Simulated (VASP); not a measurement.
Input:

```
Al2Pt
1.0
    0.00000     3.03475     2.92835
    3.00150     0.00000     2.92835
    3.00150     3.03475     0.00000
Al Pt
2 1
Direct
  0.25000   0.25000   0.25000
  0.75000   0.75000   0.75000
  0.98493   0.01507   0.01507
```

Computed with PBE GGA, VASP's PBE PAW potentials (set 64) (plane waves; VASP). Numerical set-up: LREAL = Auto, 400 eV cut-off, 8×8×8 Γ-centred mesh, first-order Methfessel-Paxton smearing of 0.10 eV, potentials Al Pt.

Task: Which forces act on the atoms, in eV/Å?

Result: 
```json
[
 {"atom": "Al1", "Fx": "0.340", "Fy": "0.000", "Fz": "0.000"},
 {"atom": "Al2", "Fx": "0.340", "Fy": "0.000", "Fz": "0.000"},
 {"atom": "Pt3", "Fx": "-0.680", "Fy": "0.000", "Fz": "0.000"}
]
```

Task: Give the stress tensor in GPa (positive for a compressed cell).

Result: 
```
-2.00   0.00   0.00
 0.00  -2.27   0.00
 0.00   0.00  -0.64
```
The pressure is its mean diagonal, -1.64 GPa.

The compound is PtAl2 in the fluorite structure. The cell was not relaxed at this level, atoms are displaced from their ideal sites. The run is one of a series of settings (LREAL = Auto against the base run), some of them coarse on purpose.
